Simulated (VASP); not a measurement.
Here is the system:

```
CELL_PARAMETERS angstrom
      0.00000     2.85026     2.85026
      2.85026     0.00000     2.85026
      2.85026     2.85026     0.00000
ATOMIC_POSITIONS crystal
  Nb 0.00000 0.00000 0.00000
  Si 0.25000 0.25000 0.25000
```

Level of theory: PBEsol GGA, VASP's PBE PAW potentials (set 64) (plane waves; VASP). Run with 400 eV cut-off, Gaussian smearing of 0.050 eV, potentials Nb_sv Si.

Question: Predict the band gap (along the path) with the smallest direct gap where there is one.

Answer: 
```
Item                                                         Result
-------------------------  ----------------------------------------
band gap (along the path)  none (metal, semimetal or under 0.01 eV)
```

The structure was generated: NbSi was put into the zinc blende type (F-43m), which need not be its known phase. It was relaxed first, which changed the volume by -28 %. The electron count is odd and the run is not spin-polarised, which forces a metal.
